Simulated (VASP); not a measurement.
Crystal: C.

```xyz
4
Lattice="2.4610 0.0000 0.0000 -1.2305 2.1313 0.0000 0.0000 0.0000 6.9763" Properties=species:S:1:pos:R:3 pbc="T T T"
C     0.0000    0.0000    1.7441
C     0.0000    1.4209    1.7441
C     0.0000    0.0000    5.2322
C     1.2305    0.7104    5.2322
```

The cell was built by a generator and needn't be a form met in nature.

Base run:

- Program: VASP 6.6.1
- Functional: r2SCAN
- Potentials or basis: VASP PAW PBE potentials, release 64 (C)
- Cutoff: 520 eV
- k mesh: 16 × 16 × 4
- Occupations: fermi-dirac, width 0.05 eV
- Spin: no spin polarisation

Its results: band gap on the k mesh 0.72 eV, direct; pressure -1.5 GPa.

Question: The run is repeated on the same cell with these changes: functional from r2SCAN to PBEsol. What comes out?

Answer: Band gap on the k mesh 0.67 eV, direct; pressure 0.1 GPa.

Caveats: the PAW data sets were made with another functional, which shifts forces and pressure a little; this functional lacks dispersion, which binds the layers, so the pressure and a relaxed spacing across them are unreliable (some runs).

A k mesh can miss the band edges.
